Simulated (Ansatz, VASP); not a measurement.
# Si2Ni: VASP beside Ansatz, part 2 of 2

Wanted: the spread between two codes on one cell, functional and k mesh. The cell is taken from a series of runs on this material, whose earlier steps may have relaxed, scaled, displaced or heated it; both programs get it as it stands.

VASP 6.6.1 and Ansatz 0.2.0.

So far: The starting structure; VASP: zone-centre phonons, LDA.

### Step 3. Ansatz: zone-centre phonons, LDA

Level of this step: Ansatz beside VASP: Kohn-Sham DFT, plane waves, LDA (Ansatz).

Ansatz runs on its PAW soft_1 files.

The same cell, functional (in two slightly different forms), mesh and smearing now go to Ansatz, which takes its cutoff from its data sets.

input.yaml

```yaml
crystal:
  lattice:
    - [0.0, 2.6014845156, 2.6014845156]
    - [2.6014845156, 0.0, 2.6014845156]
    - [2.6014845156, 2.6014845156, 0.0]
  atoms:
    - { symbol: Si, position: [0.25, 0.25, 0.25] }
    - { symbol: Si, position: [0.75, 0.75, 0.75] }
    - { symbol: Ni, position: [0.0, 0.0, 0.0] }
kpoints:
  mp_grid: { grid: [16, 16, 16] }
hamiltonian:
  xc: lda
  pseudopotentials: { kind: paw, azcp: { folder: soft_1 }, xc_functional: pbe }
scf:
  occupations: { method: methfessel_paxton, width: 0.2 }
output:
  eigenvalues: true
phonons:
  method: dfpt
```

The run is started by

```bash
ansatz run input.yaml --threads 4 --pin off --max-ram 10240MiB --backend cpu --events-out ev --progress --plain --runs-dir out
```

Numbers of over 12 decimals in the logs are rounded to 6 here.

The log of the run:

```text
zone centre: on kpoints.mp_grid the ground state, and the responses unless they are solved on pairs of k-points, stand on 349 of the mesh's 4096 k-points, reduced under 8 symmetry operations, with k and −k counted as one. Each operation leaves every solved displacement unchanged or reverses it
Engine: ansatz 0.2.0, x86_64-unknown-linux-gnu
Pseudopotentials: kind: paw
Pseudopotential: Si, paw, valence charge 4, recommended cutoff 420 eV (normal), soft_1/Si.paw.azcp
Pseudopotential: Ni, paw, valence charge 18, recommended cutoff 420 eV (normal), soft_1/Ni.paw.azcp
Functional definition: SPW92
  exchange = slater_x
  correlation = pw_c
Crystal: 3 atoms, lattice volume = 35.212 Å³
Basis set: ecut = 420 eV, 701 PW (Γ), exchange–correlation on 50×50×50 points (8 copies of the dense FFT grid, shifted against one another)
Bands: 17, of which v1, the nominal top of the filled ones, is band 13 counted from 1 (12 counted from 0)
Symmetry: 48 space group operations
k-points: 349 of 4096 (irreducible under 8 space group operations, time reversal used)
Non-local potential: Si, projectors of the file, l = 0: 2, l = 1: 2, l = 2: 1
Non-local potential: Ni, projectors of the file, l = 0: 3, l = 1: 2, l = 2: 3, l = 3: 1
PAW form: soft (Blöchl's): semilocal exchange-correlation on the pseudo side does not see the compensation charge
PAW frozen core: Si, regenerated for the run's functional, and the local potential with it (the file was generated under x = pbe(κ = 0.804, μ = 0.219515), c = pbe(β = 0.066725))
PAW frozen core: Ni, regenerated for the run's functional, and the local potential with it (the file was generated under x = pbe(κ = 0.804, μ = 0.219515), c = pbe(β = 0.066725))
PAW one-centre angular grid: Si, 110 points (default); XC on 64 Gauss nodes
PAW one-centre angular grid: Ni, 590 points (default); XC on 64 Gauss nodes
Initial density: superposition of atomic densities (chi_scale 0.1, normalization cell, long waves kept (reshape's long-wave potential 0.00 eV rms))
Initial wavefunctions: pseudopotential atomic-orbital guess
Functional: x = slater, c = lda
SCF iter   1: F=—  HF=-6992.811237 eV  |F-HF|=—  |Δ(HF+E_count)|=         —  Δρ=7.52e-2  dr2=2.93e0  ethr=3.10e-3  ⟨swp⟩=5.1  Hψ=30324  notcnv=0
preconditioner: auto → Kerker (q_TF=auto, 2.594 Å⁻¹)  [metal: Δε(μ)=0.014 eV  Ē_g=9.669 eV  σ=0.200 eV  W_gap=0.06  n_scr=14 (ndim 8)  ℏωp=26.5 eV  f_vac=0.000  D(μ)=0.67/eV (n_scr^D=0)]
SCF iter   2: F=—  HF=-6992.319120 eV  |F-HF|=—  |Δ(HF+E_count)|=   4.92e-1  S|Δr|=    0.00e0  Δρ=4.23e-2  dr2=1.06e0  ethr=3.10e-3  ⟨swp⟩=2.0  Hψ=10029  notcnv=0  defer=5
SCF iter   3: F=—  HF=-6991.971113 eV  |F-HF|=—  |Δ(HF+E_count)|=   3.48e-1  S|Δr|=    0.00e0  Δρ=2.21e-2  dr2=1.61e-1  ethr=3.10e-3  ⟨swp⟩=2.2  Hψ=10484  notcnv=0  defer=5
SCF iter   4: F=—  HF=-6991.943982 eV  |F-HF|=—  |Δ(HF+E_count)|=   2.71e-2  S|Δr|=    0.00e0  Δρ=8.15e-3  dr2=1.79e-2  ethr=6.19e-4  ⟨swp⟩=2.1  Hψ=10063  notcnv=0  defer=5
SCF iter   5: F=—  HF=-6991.943395 eV  |F-HF|=—  |Δ(HF+E_count)|=   5.88e-4  S|Δr|=    0.00e0  Δρ=2.04e-3  dr2=1.65e-3  ethr=6.89e-5  ⟨swp⟩=2.0  Hψ=10374  notcnv=0  defer=5
SCF iter   6: F=—  HF=-6991.943500 eV  |F-HF|=—  |Δ(HF+E_count)|=   1.05e-4  S|Δr|=    0.00e0  Δρ=1.23e-3  dr2=4.80e-4  ethr=6.34e-6  ⟨swp⟩=1.0  Hψ=5928  notcnv=0  defer=5
SCF iter   7: F=—  HF=-6991.943476 eV  |F-HF|=—  |Δ(HF+E_count)|=   2.36e-5  S|Δr|=    0.00e0  Δρ=1.16e-4  dr2=6.18e-6  ethr=1.84e-6  ⟨swp⟩=1.1  Hψ=6079  notcnv=0  defer=5
SCF iter   8: F=—  HF=-6991.943486 eV  |F-HF|=—  |Δ(HF+E_count)|=   9.19e-6  S|Δr|=    0.00e0  Δρ=2.24e-5  dr2=1.65e-7  ethr=2.38e-8  ⟨swp⟩=2.0  Hψ=9070  notcnv=0  defer=5
SCF iter   9: F=—  HF=-6991.943488 eV  |F-HF|=—  |Δ(HF+E_count)|=   2.14e-6  S|Δr|=    0.00e0  Δρ=3.03e-6  dr2=2.12e-9  ethr=6.34e-10  ⟨swp⟩=2.3  Hψ=8932  notcnv=0  defer=5
SCF iter  10: F=—  HF=-6991.943488 eV  |F-HF|=—  |Δ(HF+E_count)|=  7.55e-11  S|Δr|=    0.00e0  Δρ=4.47e-7  dr2=4.86e-11  ethr=8.16e-12  ⟨swp⟩=2.2  Hψ=9575  notcnv=0  defer=5
SCF iter  11: F=-6991.943488 eV  HF=-6991.943488 eV  |F-HF|=0.00e0  |Δ(HF+E_count)|=  3.64e-12  S|Δr|=    0.00e0  Δρ=6.26e-8  dr2=9.54e-13  ethr=1.00e-12  ⟨swp⟩=5.4  Hψ=25345  notcnv=0
SCF 1 converged in 11 iterations: F = -6991.943488 eV  dr2 = 9.54e-13
  greatest PAW one-centre occupation: 1.001 electrons in one spin orbital (limit 2), on the Ni atom at site 2 (counted from 0), in its partial waves of l = 1
DFPT response loops at Γ: preconditioner auto → Kerker (q_TF=auto, 2.594 Å⁻¹) (partly filled bands, converged f_vac=0.000); β = 1.00, the filter's whole step (`scf.mixing.beta` (0.50) is not read by the response loops under this deck's `scf.mixing.preconditioner`; to damp them name `kerker` or `kerker_dos`, under which they read `scf.mixing.beta`, and type it under 1.00, their step now; both keys bind the ground state too); Broyden in place of MSR1
SCF converged after 11 iterations
Stability not checked: this state was not tested for a lower state beside it, because cold or Methfessel-Paxton smearing, or corrected tetrahedra, fill the levels in a way that the test cannot read (fill_not_monotonic; see scf.lower_state_search)
Free energy (F): -6991.943488 eV
Harris-Foulkes:  -6991.943488 eV  (|F-HF|=0.00e0)
Internal energy: -6991.943433 eV  (E = F + TS)
E sigma→0 (E₀):  -6991.943474 eV
Entropy (-TS):   -0.000055 eV (-0.018 meV/atom)
Fermi energy:    15.171534 eV
--- Per-component energies (eV) ---
  E_band       = -310.323398
  E_kinetic    = 438.863071
  E_local      = -4062.283108  (includes V_loc(G=0)·N_el)
  E_nonlocal   = -69.339801
  E_hartree    = 2116.560045
  E_xc         = -232.165950
  E_vxc        = -252.125809  (∫ρ·V_xc dr)
  E_paw        = -2557.690305  (= ΣΔE_a)
  E_vpaw       = -598.558640  (= ΣTr[D̂ρ^β])
  E_aug_tail   = 0.000749  (compensation charges beyond the density's cutoff)
  E_ewald      = -2626.490917
  E_core_change = 0.602783  (= ΣΔE_core)
  E_smearing   = -0.000055  (= −TS)
  E_closure    = -0.000000  (closes the sum)
  Σ components = -6991.943488   (vs F -6991.943488, Δ=0.00e0)
--- Band table (eV; the first three rows and the last of 349) ---
  k-point 0: bands = [... 9 lower, 10.8320, 15.5977, 16.9311, 16.9311, 16.9311, 17.0953, 17.0953, 17.0953]
  k-point 1: bands = [... 9 lower, 10.8192, 15.2683, 16.1135, 16.4005, 16.4005, 17.6615, 17.6615, 18.2918]
  k-point 2: bands = [... 9 lower, 10.7871, 14.1565, 15.8329, 15.8329, 16.1545, 18.1858, 18.1858, 19.2530]
  k-point 348: bands = [... 9 lower, 10.6560, 10.7512, 11.2510, 12.1656, 17.5212, 17.5212, 19.5462, 20.4297]
--- Phonons (Γ-DFPT): 2 representative perturbations + reference, on 349 of 4096 k-points (Σ response iterations 6) ---
  k mesh reduced under 8 symmetry operations, with k and −k counted as one. Each operation leaves every solved displacement unchanged or reverses it
  ASR residual: 3.318e-5 → 0.000e0 eV/Å²; symmetrization residual: 1.341e-6 eV/Å²
  ASR residual per site (eV/Å²): 1.59e-5 1.59e-5 3.32e-5
  Γ frequencies (cm⁻¹): 0.00 0.00 0.00 370.66 370.66 370.66 395.37 395.37 395.37
  non-analytic LO–TO correction: not included (Born effective charges unavailable; polar crystals: no LO–TO splitting at Γ)
```

Reading the cycles: dr2 is the Hartree energy of the density residual (eV), the measure of convergence; HF is the Harris–Foulkes estimate of the energy, which meets the free energy F at convergence.

### Step 4. Comparison

Known differences besides the potentials themselves: the two LDA forms differ slightly; the data sets hold 26 valence electrons in Ansatz (on its PAW soft_1 files) and 18 in VASP; the cutoff is 420 eV in Ansatz and 600 eV in VASP; VASP's log shows a relativistic correction to its local exchange, Ansatz's none. Total energies have different zeros and are not compared.

Compared:

| quantity | Ansatz | VASP | difference |
| --- | --- | --- | --- |
| optical mode 1 to 3 (cm⁻¹) | 370.7 | 372.5 | -0.49 % |
| optical mode 4 to 6 (cm⁻¹) | 395.4 | 395.2 | +0.04 % |

Modes are paired by rising frequency, not by their patterns, so a pair may set unlike modes beside each other; they are those without the splitting of longitudinal modes.

### Step 5. Results

| Quantity | Value |
| --- | --- |
| r.m.s. difference of the optical zone-centre modes, each program's sorted by frequency (zone-centre phonons, LDA) | 1.3 cm⁻¹ |

**Reading.** The r.m.s. difference of the optical zone-centre modes, each program's sorted by frequency is 1.3 cm⁻¹ (zone-centre phonons, LDA). The data sets hold unlike numbers of valence electrons (26 in Ansatz and 18 in VASP), so part of the differences comes from the potentials. How closely two codes agree says nothing of how well the functional describes the real material.

[Lines on the potential files, build, host, timing and source positions are cut from VASP's logs without a mark.]

[Logs are printed without paths, hosts, clocks, repeated set-up lines and the standing remarks that a program may print on its own settings, such as how far it seeks lower states.]

[Hosts, paths, dates, database ids (printed as entryN), source tags and the programs' standing remarks are cut or masked in the printed files.]
